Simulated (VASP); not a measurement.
# CuI (Marshite): what each functional gives for the gap, part 3 of 3

Aim: the gap of CuI (Marshite) on one structure at many levels of theory. The starting structure is a measured crystal structure from the Crystallography Open Database. Cell and atoms stay as given. Meshes and data sets differ where the inputs say so.

VASP 6.6.1.

Results so far: LDA 0.991 eV; PBE 1.136 eV; r2SCAN 1.607 eV; TB-mBJ 2.189 eV; LDA+U (Cu d 7 eV) 1.965 eV; r2SCAN+U (Cu d 3.5 eV) 2.188 eV; LDA + spin-orbit coupling 0.821 eV.

The database entry behind the starting cell differs from later determinations by our own check (about 0.15 % long (mineral sample)), so it need not match the best structure at ambient conditions.

## Step 9: Bands with r2SCAN + spin-orbit coupling

Level of this step: r2SCAN, spin-orbit coupling; plane waves and PAW (I, Cu) (VASP).

INCAR

```
SYSTEM = CuI
PREC = Accurate
ENCUT = 350
EDIFF = 1E-06
NELM = 100
ISMEAR = 0
SIGMA = 0.03
LREAL = .FALSE.
ALGO = Normal
METAGGA = R2SCAN
LASPH = .TRUE.
LNONCOLLINEAR = .TRUE.
MAGMOM = 0 0 0 0 0 0
NBANDS = 30
GGA_COMPAT = .FALSE.
LSORBIT = .TRUE.
LMAXMIX = 4
LORBIT = 11
LWAVE = .FALSE.
LCHARG = .FALSE.
KPAR = 4
```

POSCAR

```
CuI
1.0
    0.0000000000      3.0315000000      3.0315000000
    3.0315000000      0.0000000000      3.0315000000
    3.0315000000      3.0315000000      0.0000000000
I Cu
1 1
Direct
    0.0000000000      0.0000000000      0.0000000000
    0.7500000000      0.7500000000      0.7500000000
```

KPOINTS

```
Automatic mesh
0
Gamma
6 6 6
0 0 0
```

KPOINTS_OPT

```
Line mode
10
Line-mode
Reciprocal
  0.00000000   0.00000000   0.00000000 GAMMA
  0.50000000   0.00000000   0.50000000 X

  0.50000000   0.00000000   0.50000000 X
  0.50000000   0.25000000   0.75000000 W

  0.50000000   0.25000000   0.75000000 W
  0.37500000   0.37500000   0.75000000 K

  0.37500000   0.37500000   0.75000000 K
  0.00000000   0.00000000   0.00000000 GAMMA

  0.00000000   0.00000000   0.00000000 GAMMA
  0.50000000   0.50000000   0.50000000 L

  0.50000000   0.50000000   0.50000000 L
  0.62500000   0.25000000   0.62500000 U

  0.62500000   0.25000000   0.62500000 U
  0.50000000   0.25000000   0.75000000 W

  0.50000000   0.25000000   0.75000000 W
  0.50000000   0.50000000   0.50000000 L

  0.50000000   0.50000000   0.50000000 L
  0.37500000   0.37500000   0.75000000 K

  0.62500000   0.25000000   0.62500000 U
  0.50000000   0.00000000   0.50000000 X
```

The projector-augmented-wave data sets are I and Cu (PBE family, release 64).

The run is started by

```sh
$ mpirun -np 4 vasp_ncl
```

The log of the run:

```text
[... set-up lines as in an earlier step ...]
 entering main loop
       N       E                     dE             d eps       ncg     rms          rms(c)
DAV:   1     0.874549967255E+02    0.87455E+02   -0.56797E+03  1320   0.961E+02
DAV:   2    -0.292624070551E+02   -0.11672E+03   -0.10781E+03  1362   0.246E+02
DAV:   3    -0.388262347582E+02   -0.95638E+01   -0.93452E+01  1754   0.894E+01
DAV:   4    -0.391958286749E+02   -0.36959E+00   -0.36903E+00  1742   0.166E+01
[...]
DAV:  15    -0.359072915593E+02    0.74527E-05   -0.48612E-05  1736   0.207E-01    0.271E-03
DAV:  16    -0.359072934345E+02   -0.18752E-05   -0.46331E-06  1494   0.152E-02    0.152E-03
DAV:  17    -0.359072940994E+02   -0.66485E-06   -0.21432E-07   876   0.596E-03
   1 F= -.35907294E+02 E0= -.35907294E+02  d E =-.216428E-20  mag=     0.0000     0.0000     0.0000
 Start KPOINTS_OPT (optional k-point list driver)
k-point batch [1-22\100]
       N       E                     dE             ncg
DAV:   1     0.299541361185E+04   -0.49694E+04     1320
DAV:   2     0.407333192580E+03   -0.25881E+04     1338
DAV:   3     0.172172319403E+03   -0.23516E+03     1736
DAV:   4     0.162364134679E+03   -0.98082E+01     1802
DAV:   5     0.161932756055E+03   -0.43138E+00     1886
DAV:   6     0.161924030305E+03   -0.87258E-02     1860
DAV:   7     0.161923903256E+03   -0.12705E-03     1876
DAV:   8     0.161923901427E+03   -0.18291E-05     1564
DAV:   9     0.161923901354E+03   -0.73320E-07     1096
[...]
k-point batch [89-100\100]
       N       E                     dE             ncg
DAV:   1     0.578337786079E+04   -0.42622E+04      720
DAV:   2     0.440619479780E+04   -0.13772E+04      750
DAV:   3     0.429193445760E+04   -0.11426E+03      936
DAV:   4     0.428729199244E+04   -0.46425E+01     1040
DAV:   5     0.428712567896E+04   -0.16631E+00      994
DAV:   6     0.428712083983E+04   -0.48391E-02     1010
DAV:   7     0.428712080078E+04   -0.39051E-04      996
DAV:   8     0.428712080005E+04   -0.72376E-06      862
```

The job ended after 2.4 min (4 MPI ranks of Intel Xeon 6975P-C (Granite Rapids), shared host; peak memory 1.1 GiB).

From OUTCAR (step 9):

```text
  Total       -0.3256142     -0.3256142     -0.3256142     -0.0000000     -0.0000000      0.0000000
  in kB       -9.3629186     -9.3629186     -9.3629186     -0.0000000     -0.0000000      0.0000000
  external PRESSURE =      -9.3629186 kB  Pullay stress =       0.0000000 kB

 POSITION                                       TOTAL-FORCE (eV/Angst)
 -----------------------------------------------------------------------------------
      0.00000      0.00000      0.00000        -0.000000     -0.000000      0.000000
      4.54725      4.54725      4.54725         0.000000      0.000000     -0.000000
 -----------------------------------------------------------------------------------
    total drift:                               -0.000002     -0.000002     -0.000002

  FREE ENERGIE OF THE ION-ELECTRON SYSTEM (eV)
  ---------------------------------------------------
  free  energy   TOTEN  =       -35.9072940994 eV

  energy  without entropy=      -35.9072940994  energy(sigma->0) =      -35.90729410

 magnetization (x)
# of ion       s       p       d       tot
------------------------------------------
    1        0.000  -0.000  -0.000  -0.000
    2        0.000  -0.000  -0.000   0.000
--------------------------------------------------
tot          0.000  -0.000  -0.000   0.000

 magnetization (y)
# of ion       s       p       d       tot
------------------------------------------
    1        0.000  -0.000   0.000  -0.000
    2       -0.000   0.000  -0.000  -0.000
--------------------------------------------------
tot         -0.000   0.000  -0.000  -0.000

 magnetization (z)
# of ion       s       p       d       tot
------------------------------------------
    1        0.000   0.000  -0.000   0.000
    2       -0.000  -0.000  -0.000  -0.000
--------------------------------------------------
tot         -0.000   0.000  -0.000  -0.000

[... 2 parts as in an earlier step ...]

[... 1 further part left out ...]
[key lines of the parts left out:]
E-fermi :   4.5947
```

r2SCAN + spin-orbit coupling gives a direct gap of 1.462 eV. The least gap is -0.145 eV from that of r2SCAN.

## Step 10: Bands with TB-mBJ + spin-orbit coupling

INCAR: that of step 9 with these lines changed.

```diff
@@ -4,3 +4,3 @@
 EDIFF = 1E-06
-NELM = 100
+NELM = 150
 ISMEAR = 0
@@ -9,3 +9,3 @@
 ALGO = Normal
-METAGGA = R2SCAN
+METAGGA = MBJ
 LASPH = .TRUE.
```

POSCAR is that of step 9.

KPOINTS is that of step 9.

KPOINTS_OPT is that of step 9.

The run is started by

```sh
$ mpirun -np 4 vasp_ncl
```

The log of the run:

```text
[... set-up lines as in an earlier step ...]
 entering main loop
       N       E                     dE             d eps       ncg     rms          rms(c)
DAV:   1     0.552618137379E+03    0.55262E+03   -0.54874E+03  1320   0.928E+02
DAV:   2     0.439436663493E+03   -0.11318E+03   -0.10451E+03  1368   0.235E+02
DAV:   3     0.430375667896E+03   -0.90610E+01   -0.87910E+01  1732   0.866E+01
DAV:   4     0.430027553206E+03   -0.34811E+00   -0.34715E+00  1796   0.160E+01
[...]
DAV:  56     0.433131306962E+03    0.10332E-05   -0.11708E-10   678   0.156E-04    0.723E-05
DAV:  57     0.433131302464E+03   -0.44978E-05   -0.62730E-11   678   0.130E-04    0.326E-05
DAV:  58     0.433131303461E+03    0.99720E-06   -0.32640E-11   678   0.862E-05
   1 F= 0.43313130E+03 E0= 0.43313130E+03  d E =-.299828E-23  mag=    -0.0000     0.0000    -0.0000
 Start KPOINTS_OPT (optional k-point list driver)
k-point batch [1-22\100]
       N       E                     dE             ncg
DAV:   1     0.336407068078E+04   -0.46008E+04     1320
DAV:   2     0.824558181433E+03   -0.25395E+04     1338
DAV:   3     0.594868272939E+03   -0.22969E+03     1704
DAV:   4     0.586115464441E+03   -0.87528E+01     1706
DAV:   5     0.585762440469E+03   -0.35302E+00     1800
DAV:   6     0.585746313241E+03   -0.16127E-01     1792
DAV:   7     0.585745903281E+03   -0.40996E-03     1854
DAV:   8     0.585745892837E+03   -0.10444E-04     1456
DAV:   9     0.585745892406E+03   -0.43146E-06     1108
[...]
k-point batch [89-100\100]
       N       E                     dE             ncg
DAV:   1     0.598747674196E+04   -0.40581E+04      720
DAV:   2     0.463688434660E+04   -0.13506E+04      756
DAV:   3     0.452639016556E+04   -0.11049E+03      896
DAV:   4     0.452223104208E+04   -0.41591E+01      992
DAV:   5     0.452206081973E+04   -0.17022E+00      900
DAV:   6     0.452205129731E+04   -0.95224E-02     1066
DAV:   7     0.452205105183E+04   -0.24548E-03      934
DAV:   8     0.452205104847E+04   -0.33677E-05      856
DAV:   9     0.452205104816E+04   -0.30818E-06      562
```

Run time: 95 s. Hardware: 4 MPI ranks; peak memory 1.2 GiB.

From OUTCAR (step 10):

```text
  Total      -63.4795467    -63.4795467    -63.4795467     -0.0000000     -0.0000000      0.0000000
  in kB    -1825.3312378  -1825.3312378  -1825.3312378     -0.0000000     -0.0000000      0.0000000
  external PRESSURE =   -1825.3312378 kB  Pullay stress =       0.0000000 kB

 POSITION                                       TOTAL-FORCE (eV/Angst)
 -----------------------------------------------------------------------------------
      0.00000      0.00000      0.00000        -0.000000     -0.000000     -0.000000
      4.54725      4.54725      4.54725         0.000000      0.000000      0.000000
 -----------------------------------------------------------------------------------
    total drift:                               -0.000003     -0.000003      0.000000

  FREE ENERGIE OF THE ION-ELECTRON SYSTEM (eV)
  ---------------------------------------------------
  free  energy   TOTEN  =       433.1313034609 eV

  energy  without entropy=      433.1313034609  energy(sigma->0) =      433.13130346

 magnetization (x)
# of ion       s       p       d       tot
------------------------------------------
    1       -0.000   0.000  -0.000  -0.000
    2        0.000   0.000   0.000   0.000
--------------------------------------------------
tot         -0.000   0.000  -0.000  -0.000

 magnetization (y)
# of ion       s       p       d       tot
------------------------------------------
    1       -0.000   0.000   0.000   0.000
    2        0.000   0.000   0.000   0.000
--------------------------------------------------
tot         -0.000   0.000   0.000   0.000

 magnetization (z)
# of ion       s       p       d       tot
------------------------------------------
    1        0.000  -0.000  -0.000  -0.000
    2        0.000   0.000   0.000   0.000
--------------------------------------------------
tot          0.000  -0.000  -0.000  -0.000

[... 2 parts as in an earlier step ...]

[... 1 further part left out ...]
[key lines of the parts left out:]
E-fermi :   5.4199
```

TB-mBJ + spin-orbit coupling gives a direct gap of 2.085 eV. The least gap is -0.104 eV from that of TB-mBJ.

## Step 11: The runs compared

```
                       level  gap (eV)  least direct gap (eV)   mesh  core minutes
                         LDA     0.991                  0.991  6×6×6         0.507
                         PBE     1.136                  1.136  6×6×6         0.467
                      r2SCAN     1.607                  1.607  6×6×6          1.93
                      TB-mBJ     2.189                  2.189  6×6×6          1.67
           LDA+U (Cu d 7 eV)     1.965                  1.965  6×6×6         0.413
      r2SCAN+U (Cu d 3.5 eV)     2.188                  2.188  6×6×6          1.87
   LDA + spin-orbit coupling     0.821                  0.821  6×6×6           1.8
r2SCAN + spin-orbit coupling     1.462                  1.462  6×6×6           9.4
TB-mBJ + spin-orbit coupling     2.085                  2.085  6×6×6          6.33
```

Core minutes are wall time times ranks of the run shown, on a shared host.

## Step 12: Outcome

```yaml
gap_lda: 0.991 eV
gap_pbe: 1.136 eV
gap_r2scan: 1.607 eV
gap_tb_mbj: 2.189 eV
gap_lda_u_cu_d_7_ev: 1.965 eV
gap_r2scan_u_cu_d_3p5_ev: 2.188 eV
gap_lda_spin_orbit_coupling: 0.821 eV
gap_r2scan_spin_orbit_coupling: 1.462 eV
gap_tb_mbj_spin_orbit_coupling: 2.085 eV
```

In words: Without spin-orbit coupling the gap of CuI (Marshite) runs from 0.991 eV (LDA) to 2.189 eV (TB-mBJ). Spin-orbit coupling changes the LDA gap by -0.170 eV (LASPH differs too). Spin-orbit coupling changes the r2SCAN gap by -0.145 eV. Spin-orbit coupling changes the TB-mBJ gap by -0.104 eV. LASPH is on in some of these runs and off in others, which adds a little to the differences. These are gaps between Kohn-Sham or generalised Kohn-Sham levels of a static lattice, without excitons or temperature. Further runs on this material are not shown.

[Lines on the potential files, build, host, timing and source positions are cut from VASP's logs without a mark.]

[Logs are printed without paths, hosts, clocks, repeated set-up lines and the standing remarks that a program may print on its own settings, such as how far it seeks lower states.]

[Hosts, paths, dates, database ids (printed as entryN), source tags and the programs' standing remarks are cut or masked in the printed files.]
